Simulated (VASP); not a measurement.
# Be4TeSe3 (R3m) in VASP: density of states with PBE

Aim: the density of states of Be4TeSe3 with PBE.

Program: VASP 6.6.1. These are calculated values, not measurements. Logs are shortened: lines on timing, memory, paths and dates and some standing lists are left out, and cuts for length are marked.

## 1. The crystal as given

Symmetry: R3m, No. 160, trigonal system. Conventional cell: a = 3.756 Å, b = 3.756 Å, c = 36.769 Å, α = 90.00°, β = 90.00°, γ = 120.00°. Be (site symmetry 3m) has 3 Se at 2.28 Å and 1 Te at 2.45 Å as nearest neighbours. Be (site symmetry 3m) has 4 Se at 2.25 to 2.28 Å as nearest neighbours. Around Be (site symmetry 3m) lie 1 Se at 2.23 Å and 3 Te at 2.36 Å. Around Be (site symmetry 3m) lie 4 Se at 2.25 to 2.28 Å. Te (site symmetry 3m) has 4 Be at 2.36 to 2.45 Å as nearest neighbours. Around Se (site symmetry 3m) lie 4 Be at 2.25 to 2.28 Å. Se (site symmetry 3m) is surrounded by 4 Be at 2.23 to 2.28 Å. Se (site symmetry 3m) has 4 Be at 2.25 to 2.28 Å as nearest neighbours.

The cell was built by a generator and needn't be a form met in nature.

## 2. Density of states, PBE

Contents of POSCAR:

```
Be4TeSe3
1.0
    1.8781120000      1.0843280000     12.2564900000
   -1.8781120000      1.0843280000     12.2564900000
    0.0000000000     -2.1686570000     12.2564900000
Be Te Se
4 1 3
Direct
    0.9329780000      0.9329780000      0.9329780000
    0.1858830000      0.1858830000      0.1858830000
    0.6917780000      0.6917780000      0.6917780000
    0.4385620000      0.4385620000      0.4385620000
    0.9996450000      0.9996450000      0.9996450000
    0.2469910000      0.2469910000      0.2469910000
    0.7524020000      0.7524020000      0.7524020000
    0.4996610000      0.4996610000      0.4996610000
```

Contents of INCAR.step1:

```
  PREC = Accurate
  ENCUT = 520
  EDIFF = 1E-6
  ISMEAR = 0
  SIGMA = 0.03
  LREAL = F
  LASPH = T
  NELM = 80
  ALGO = Fast
  ISIF = 2
  LWAVE = F
  LCHARG = T
  GGA = PE
  NBANDS = 26
  KPAR = 4
```

Contents of KPOINTS.step1:

```
regular mesh
0
Gamma
  8 8 8
```

Contents of INCAR.step2:

```
  PREC = Accurate
  ENCUT = 520
  EDIFF = 1E-6
  ISMEAR = -5
  SIGMA = 0.03
  LREAL = F
  LASPH = T
  NELM = 80
  ALGO = Fast
  ISIF = 2
  LWAVE = F
  LCHARG = F
  GGA = PE
  LORBIT = 11
  NBANDS = 26
  KPAR = 4
  NEDOS = 1001
  ICHARG = 11
```

Contents of KPOINTS.step2:

```
regular mesh
0
Gamma
  12 12 12
```

Potentials or basis: VASP PAW PBE potentials, release 64 (Be, Te, Se).

Command:

```sh
$ cat potpaw_PBE.64/Be/POTCAR potpaw_PBE.64/Te/POTCAR potpaw_PBE.64/Se/POTCAR > POTCAR
$ cp INCAR.step1 INCAR
$ cp KPOINTS.step1 KPOINTS
$ mpirun -np 4 vasp_std > vasp.out
$ cp INCAR.step2 INCAR
$ cp KPOINTS.step2 KPOINTS
$ mpirun -np 4 vasp_std > vasp.out
```

OUTCAR:

```text
PREC = Accurate
   ENCUT = 520
   EDIFF = 1E-6
   ISMEAR = -5
   LREAL = F
   LASPH = T
   NELM = 80
   ISIF = 2
   GGA = PE
   LORBIT = 11
   ICHARG = 11

 ion  position               nearest neighbor table
   1  0.933  0.933  0.933-   6 2.28   6 2.28   6 2.28   5 2.45
   2  0.186  0.186  0.186-   6 2.25   8 2.28   8 2.28   8 2.28
   3  0.692  0.692  0.692-   7 2.23   5 2.36   5 2.36   5 2.36
   4  0.439  0.439  0.439-   8 2.25   7 2.28   7 2.28   7 2.28
   5  1.000  1.000  1.000-   3 2.36   3 2.36   3 2.36   1 2.45
   6  0.247  0.247  0.247-   2 2.25   1 2.28   1 2.28   1 2.28
   7  0.752  0.752  0.752-   3 2.23   4 2.28   4 2.28   4 2.28
   8  0.500  0.500  0.500-   4 2.25   2 2.28   2 2.28   2 2.28

  LATTYP: Found a trigonal (rhomboedric) cell.
 ALAT       =    12.4468718567
 COS(alpha) =     0.9544642458

  Lattice vectors:

 A1 = (   1.8781120000,   1.0843280000,  12.2564900000)
 A2 = (  -1.8781120000,   1.0843280000,  12.2564900000)
 A3 = (   0.0000000000,  -2.1686570000,  12.2564900000)

Analysis of symmetry for initial positions (statically):
=====================================================================
 Subroutine PRICEL returns:
 Original cell was already a primitive cell.

 Routine SETGRP: Setting up the symmetry group for a
 trigonal (rhombohedral) supercell.

 Subroutine GETGRP returns: Found  6 space group operations
 (whereof  6 operations were pure point group operations)
 out of a pool of 12 trial point group operations.

The static configuration has the point symmetry C_3v.

Analysis of symmetry for dynamics (positions and initial velocities):
=====================================================================
 Subroutine PRICEL returns:
 Original cell was already a primitive cell.

 Routine SETGRP: Setting up the symmetry group for a
 trigonal (rhombohedral) supercell.

 Subroutine GETGRP returns: Found  6 space group operations
 (whereof  6 operations were pure point group operations)
 out of a pool of 12 trial point group operations.

The dynamic configuration has the point symmetry C_3v.

 Subroutine INISYM returns: Found  6 space group operations
 (whereof  6 operations are pure point group operations),
 and found     1 'primitive' translations

----------------------------------------------------------------------------------------

                                     Primitive cell

  volume of cell :     149.7613

  direct lattice vectors                    reciprocal lattice vectors
     1.878112000  1.084328000 12.256490000     0.266224804  0.153704982  0.027196480
    -1.878112000  1.084328000 12.256490000    -0.266224804  0.153704982  0.027196480
     0.000000000 -2.168657000 12.256490000     0.000000000 -0.307409963  0.027196467

  length of vectors
    12.446871857 12.446871857 12.446871908     0.308610623  0.308610623  0.308610650

  position of ions in fractional coordinates (direct lattice)
     0.932978000  0.932978000  0.932978000
     0.185883000  0.185883000  0.185883000
     0.691778000  0.691778000  0.691778000
     0.438562000  0.438562000  0.438562000
     0.999645000  0.999645000  0.999645000
     0.246991000  0.246991000  0.246991000
     0.752402000  0.752402000  0.752402000
     0.499661000  0.499661000  0.499661000

  ion indices of the primitive-cell ions
   primitive index   ion index
                 1           1
                 2           2
                 3           3
                 4           4
                 5           5
                 6           6
                 7           7
                 8           8

----------------------------------------------------------------------------------------

 KPOINTS: regular mesh

Automatic generation of k-mesh.
 Grid dimensions read from file:
 generate k-points for:   12   12   12

 Generating k-lattice:

  Cartesian coordinates                     Fractional coordinates (reciprocal lattice)
     0.022185400  0.012808748  0.002266373     0.083333333  0.000000000 -0.000000000
    -0.022185400  0.012808748  0.002266373     0.000000000  0.083333333 -0.000000000
     0.000000000 -0.025617497  0.002266372    -0.000000000 -0.000000000  0.083333333

  Length of vectors
     0.025717552  0.025717552  0.025717554

  Shift w.r.t. Gamma in fractional coordinates (k-lattice)
     0.000000000  0.000000000  0.000000000

 TETIRR: Found    864 inequivalent tetrahedra from    10368

 Subroutine IBZKPT returns following result:
 ===========================================

 Found    189 irreducible k-points:

 Following reciprocal coordinates:
            Coordinates               Weight
  0.000000  0.000000  0.000000      1.000000
  0.083333 -0.000000 -0.000000      6.000000
  0.166667  0.000000 -0.000000      6.000000
  0.250000 -0.000000  0.000000      6.000000
  0.333333 -0.000000  0.000000      6.000000
  0.416667 -0.000000  0.000000      6.000000
[... 16 lines left out ...]
  0.500000  0.166667 -0.000000     12.000000
 -0.416667  0.166667 -0.000000     12.000000
 [... further k-points ...]
   k-points           NKPTS =    189   k-points in BZ     NKDIM =    189   number of bands    NBANDS=     26
   number of dos      NEDOS =   1001   number of ions     NIONS =      8
   total plane-waves  NPLWV = 884736
   dimension x,y,z NGX =    96 NGY =   96 NGZ =   96
   dimension x,y,z NGXF=   192 NGYF=  192 NGZF=  192
   ions per type =               4   1   3
   NGX,Y,Z   is equivalent  to a cutoff of  12.82, 12.82, 12.82 a.u.
   NGXF,Y,Z  is equivalent  to a cutoff of  25.64, 25.64, 25.64 a.u.
 SYSTEM =  unknown system
   PREC   = accura    normal or accurate (medium, high low for compatibility)
   ISTART =      0    job   : 0-new  1-cont  2-samecut
   ICHARG =     11    charge: 1-file 2-atom 10-const
   ISPIN  =      1    spin polarized calculation?
   LNONCOLLINEAR =      F non collinear calculations
   LSORBIT =      F    spin-orbit coupling
   LASPH  =      T    aspherical Exc in radial PAW
   ENCUT  =  520.0 eV  38.22 Ry    6.18 a.u.  23.14 23.14 23.14*2*pi/ulx,y,z
   NELM   =     80;   NELMIN=  2; NELMDL=  0     # of ELM steps
   EDIFF  = 0.1E-05   stopping-criterion for ELM
   LREAL  =      F    real-space projection
   EDIFFG = 0.1E-04   stopping-criterion for IOM
   NSW    =      0    number of steps for IOM
   IBRION =     -1    ionic relax: 0-MD 1-quasi-New 2-CG
   NFREE  =      0    steps in history (QN), initial steepest desc. (CG)
   ISIF   =      2    stress and relaxation
   ISYM   =      2    0-nonsym 1-usesym 2-fastsym
   POTIM  = 0.5000    time-step for ionic-motion
   TEBEG  =    0.0;   TEEND  =   0.0 temperature during run
   PSTRESS=    0.0 pullay stress
   NELECT =      32.0000    total number of electrons
   NUPDOWN=      -1.0000    fix difference up-down
   EMIN   =  10.00;   EMAX   =-10.00  energy-range for DOS
   EFERMI =   0.00;   METHOD = LEGACY
   ISMEAR =    -5;   SIGMA  =   0.03  broadening in eV -4-tet -1-fermi 0-gaus
   EFERMI_NEDOS =   21; number of points for ismear=-14 and -15
   IALGO  =     68    algorithm
   IMIX   =      4    mixing-type and parameters
     AMIX     =   0.40;   BMIX     =  1.00
     AMIX_MAG =   1.60;   BMIX_MAG =  1.00
  volume/ion in A,a.u.               =      18.72       126.33
  Fermi-wavevector in a.u.,A,eV,Ry     =   0.978720  1.849512 13.032912  0.957892
  Thomas-Fermi vector in A             =   2.109517
   LORBIT       =     11    0 simple, 1 ext, 2 COOP (PROOUT), +10 PAW based schemes
   GGA     = PE    functional components
   LHFCALC =     F    Hartree Fock is set to
   AEXX    =    0.0000 exact exchange contribution
   IVDW    =     0    specifies the selected vdW correction
   LEPSILON=     F    determine dielectric tensor
   LRPA    =     F    only Hartree local field effects (RPA)
 non-spin polarized calculation
 RMM-DIIS sequential band-by-band and
 Fermi weights with tetrahedron method with Bloechl corrections
  energy-cutoff  :      520.00
  volume of cell :      149.76
 maximum number of plane-waves:      4069
 NGX is ok and might be reduce to    96

 number of electron      32.0000000 magnetization

 Free energy of the ion-electron system (eV)
  ---------------------------------------------------
  ext. energy  EPLUGINS =         0.00000000
  ---------------------------------------------------
  free energy    TOTEN  =       -33.93350076 eV

  energy without entropy =      -33.93350076  energy(sigma->0) =      -33.93350076

 E-fermi :   4.4597     XC(G=0):  -9.2399

 val. band max:        4.4576530621   @ k =   0.0000   0.0000   0.0000
 cond. band min:       6.1124261525   @ k =   0.5000   0.5000  -0.0000
 fundamental gap:      1.6547730904
 Fermi energy:         4.4596843340

 k-point     1 :       0.0000    0.0000    0.0000
  band No.  band energies     occupation
      1      -9.9287      2.00000
      2      -9.5014      2.00000
      3      -9.0611      2.00000
      4      -7.6270      2.00000
      5      -1.8613      2.00000
      6       0.2562      2.00000
[... 18 lines left out ...]
     25       9.1400      0.00000
     26       9.2369      0.00000

 k-point     2 :       0.0833   -0.0000   -0.0000
  band No.  band energies     occupation
      1      -9.8761      2.00000
      2      -9.4566      2.00000
      3      -9.0214      2.00000
      4      -7.5653      2.00000
      5      -1.7891      2.00000
      6       0.2080      2.00000
[... 18 lines left out ...]
     25       9.1053      0.00000
[... 608 lines left out ...]
     25      10.0558      0.00000
     26      11.3352      0.00000

 k-point    24 :      -0.4167    0.1667   -0.0000
  band No.  band energies     occupation
      1      -8.7628      2.00000
      2      -8.6464      2.00000
      3      -8.5105      2.00000
      4      -6.2807      2.00000
      5      -1.5503      2.00000
      6      -1.3192      2.00000
[... 18 lines left out ...]
     25      10.3931      0.00000
     26      11.0099      0.00000

 [... further k-points ...]
[... 5 lines left out ...]
  --------------------------------------------------------------------------------------
  -------------------------------------------------------------------------------------
  Total       -0.0130270     -0.0130270      0.0067908      0.0000000     -0.0000000      0.0000000
  in kB       -0.1393658     -0.1393658      0.0726493      0.0000000     -0.0000000      0.0000000
  external PRESSURE =      -0.0686941 kB  Pullay stress =       0.0000000 kB

 VOLUME and BASIS-vectors are now :
 -----------------------------------------------------------------------------
  energy-cutoff  :      520.00
  volume of cell :      149.76
      direct lattice vectors                 reciprocal lattice vectors
     1.878112000  1.084328000 12.256490000     0.266224804  0.153704982  0.027196480
    -1.878112000  1.084328000 12.256490000    -0.266224804  0.153704982  0.027196480
     0.000000000 -2.168657000 12.256490000     0.000000000 -0.307409963  0.027196467

 POSITION                                       TOTAL-FORCE (eV/Angst)
 -----------------------------------------------------------------------------------
      0.00000     -0.00000     34.30511         0.000000      0.000000     -0.001900
      0.00000     -0.00000      6.83482         0.000000      0.000000     -0.002513
      0.00000     -0.00000     25.43631         0.000000      0.000000     -0.000825
      0.00000     -0.00000     16.12569         0.000000     -0.000000      0.001952
      0.00000     -0.00000     36.75642         0.000000     -0.000000      0.001365
      0.00000     -0.00000      9.08173         0.000000      0.000000     -0.000969
      0.00000     -0.00000     27.66542         0.000000     -0.000000      0.003803
      0.00000     -0.00000     18.37227         0.000000      0.000000     -0.000913
 -----------------------------------------------------------------------------------
    total drift:                                0.000000     -0.000000      0.000121

  FREE ENERGIE OF THE ION-ELECTRON SYSTEM (eV)
  ---------------------------------------------------
  free  energy   TOTEN  =       -33.9335007596 eV

  energy  without entropy=      -33.9335007596  energy(sigma->0) =      -33.93350076

 total charge

# of ion       s       p       d       tot
------------------------------------------
    1        0.363   0.546   0.000   0.909
    2        0.365   0.553   0.000   0.918
    3        0.391   0.646   0.000   1.037
    4        0.365   0.553   0.000   0.918
    5        1.332   2.192   0.039   3.563
    6        1.425   2.483   0.029   3.937
    7        1.424   2.485   0.029   3.938
    8        1.424   2.488   0.028   3.940
--------------------------------------------------
tot          7.089  11.947   0.124  19.160
```

Run time: 30 min. Hardware: 4 MPI ranks of Intel Xeon Platinum 8488C (Sapphire Rapids), shared host; peak memory 2.1 GiB.

What came out:

```yaml
Valence_electrons_inside_the_program's_atomic_spheres: Be 0.91, 0.92, 1.04; Te 3.56; Se 3.94
```

States per cell in windows of 1 eV (zero at the valence-band top; states under -8 eV left out):
```
from (eV)  total  Se6_p  Se7_p  Se8_p  Te5_p  Be1_p  Be4_p
     -8.0   0.00   0.00   0.00   0.00   0.00   0.00   0.00
     -7.0   0.40   0.04   0.03   0.04   0.01   0.00   0.00
     -6.0   5.26   0.50   0.45   0.48   0.29   0.05   0.05
     -5.0   3.34   0.34   0.35   0.29   0.21   0.06   0.07
     -4.0   5.62   0.66   0.64   0.64   0.34   0.15   0.16
     -3.0   5.86   0.66   0.69   0.75   0.53   0.18   0.17
     -2.0   2.94   0.27   0.29   0.27   0.58   0.06   0.05
     -1.0   0.58   0.02   0.02   0.01   0.23   0.00   0.01
      0.0   0.00   0.00   0.00   0.00   0.00   0.00   0.00
      1.0   0.09   0.00   0.00   0.00   0.00   0.00   0.00
      2.0   1.68   0.01   0.01   0.01   0.01   0.08   0.07
      3.0   5.50   0.07   0.06   0.06   0.05   0.25   0.21
      4.0   6.27   0.15   0.16   0.14   0.11   0.31   0.28
      5.0   4.71   0.15   0.14   0.13   0.11   0.21   0.25
      6.0   1.69   0.06   0.06   0.06   0.04   0.08   0.09
      7.0   0.04   0.00   0.00   0.00   0.00   0.00   0.00
```

Spin-orbit coupling is left out, which matters for the levels of Te.
